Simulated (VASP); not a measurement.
An input for Ansatz (written as the equivalent of a VASP run, and not itself run):

Ansatz 0.2 input:
```yaml
crystal:
  lattice:
    - [4.0288805, 0.0000000, 0.0000000]
    - [0.0000000, 4.0288805, 0.0000000]
    - [0.0000000, 0.0000000, 4.0288805]
  atoms:
    - { symbol: K, position: [0.0000000, 0.0000000, 0.0000000] }
    - { symbol: Ta, position: [0.5000000, 0.5000000, 0.5000000] }
    - { symbol: O, position: [0.5000000, 0.0000000, 0.5000000] }
    - { symbol: O, position: [0.0000000, 0.5000000, 0.5000000] }
    - { symbol: O, position: [0.5000000, 0.5000000, 0.0000000] }
kpoints:
  mp_grid: { grid: [5, 5, 5] }
hamiltonian:
  xc: pbe
  pseudopotentials: { kind: paw }
scf:
  occupations: { method: gaussian, width: 0.05 }
  max_iter: 100
relax:
  max_steps: 30
  f_tol: 0.001
output: { forces: true, stress: true, eigenvalues: true }
```

Question: Write the VASP files for the same calculation (PBE).

Answer: Several could match; the one computed here: 
### POSCAR
```
KTaO3
1
    4.0288805202     0.0000000000     0.0000000000
    0.0000000000     4.0288805202     0.0000000000
    0.0000000000     0.0000000000     4.0288805202
K Ta O
1 1 3
Direct
  0.0000000000   0.0000000000   0.0000000000
  0.5000000000   0.5000000000   0.5000000000
  0.5000000000   0.0000000000   0.5000000000
  0.0000000000   0.5000000000   0.5000000000
  0.5000000000   0.5000000000   0.0000000000
```

**INCAR**
```
# general
SYSTEM  = KTaO3
PREC    = Accurate
ENCUT   = 520   # plane-wave cut-off (eV)
LREAL   = .False.   # projection in real space or not
LASPH   = .True.   # aspherical one-centre terms

# electronic loop
EDIFF   = 1E-8   # SCF stop (eV)
NELM    = 100
ALGO    = Normal   # blocked Davidson
LMAXMIX = 6

# smearing
ISMEAR  = 0
SIGMA   = 0.05

# functional
GGA     = PE   # PBE

# ions
IBRION  = 1   # quasi-Newton
NSW     = 30
ISIF    = 2
EDIFFG  = -0.001   # ionic stop

# output
LWAVE   = .False.
LCHARG  = .False.
```

File KPOINTS:
```
Automatic mesh
0
Gamma
5 5 5
0 0 0
```

POTCAR, in this order: K_sv Ta_pv O (PBE.64 set). Program: vasp_std.

The two are equivalent in intent, not identical: each code has its own PAW files, so the cut-off isn't converted (ENCUT is set for VASP's; basis.ecutwfc is left out, and Ansatz then takes the one that its files recommend); Ansatz stops its SCF on the density residual and VASP on the energy change (EDIFF).

The compound is KTaO3 in the cubic perovskite structure. It was relaxed first. The start is the result of an earlier pass.
